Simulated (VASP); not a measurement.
Wanted: the native input for a VASP 6.6.1 run.

| Quantity | Value |
| --- | --- |
| Task | single point |
| Functional | r2SCAN |
| Potentials or basis | VASP PAW PBE potentials, release 64 (Ta_pv, Mo_sv, C) |
| Cutoff | 520 eV |
| k mesh | 8 × 8 × 10 |
| Occupations | gaussian, width 0.1 eV |
| Spin | no spin polarisation |
| Further INCAR settings | ALGO = Normal; EDIFF = 1e-06; NBANDS = 34 |

The structure of TaMo2C3 lies in POSCAR:

```
TaMo2C3                                 
1.0
    5.1257923411      0.0000000000      0.0000000000
   -2.5628961705      4.4390663846      0.0000000000
    0.0000000000      0.0000000000      2.8481595215
  Ta              Mo              C             
     1     2     3
Direct
     0.0000000000000000    0.0000000000000000    0.0000000000000000
     0.6666666699999979    0.3333333300000021    0.0000000000000000
     0.3333333300000021    0.6666666699999979    0.0000000000000000
     0.3400725197427761    0.0000000000000000    0.5000000000000000
     0.6599274802572239    0.6599274802572239    0.5000000000000000
     0.0000000000000000    0.3400725197427761    0.5000000000000000
```

The cell was built by a generator and needn't be a form met in nature.

These files were run (other wordings do the same):

INCAR

```
PREC = Accurate
ENCUT = 520
EDIFF = 1E-6
ISMEAR = 0
SIGMA = 0.1
LREAL = False
LASPH = True
NELM = 150
ALGO = Normal
ISIF = 2
LWAVE = False
LCHARG = False
METAGGA = R2SCAN
LMIXTAU = True
NBANDS = 34
KPAR = 4
```

KPOINTS

```
regular mesh
0
Gamma
  8 8 10
```

Potentials or basis: VASP PAW PBE potentials, release 64 (Ta_pv, Mo_sv, C).

The run is started by

```sh
$ cat potpaw_PBE.64/Ta_pv/POTCAR potpaw_PBE.64/Mo_sv/POTCAR potpaw_PBE.64/C/POTCAR > POTCAR
$ mpirun -np 4 vasp_std > vasp.out
```

Results of the run:

```
Pressure               : -1.9 GPa
Largest force          : 0.060 eV/Å
Band gap on the k mesh : none (metal or under the smearing width)
```

Caveat: the PAW data sets were made with another functional, which shifts forces and pressure a little.

Run time: 100 s on 4 MPI ranks on Intel(R) Xeon(R) Platinum 8488C (Sapphire Rapids) (shared host), peak memory 0.28 GiB a rank.
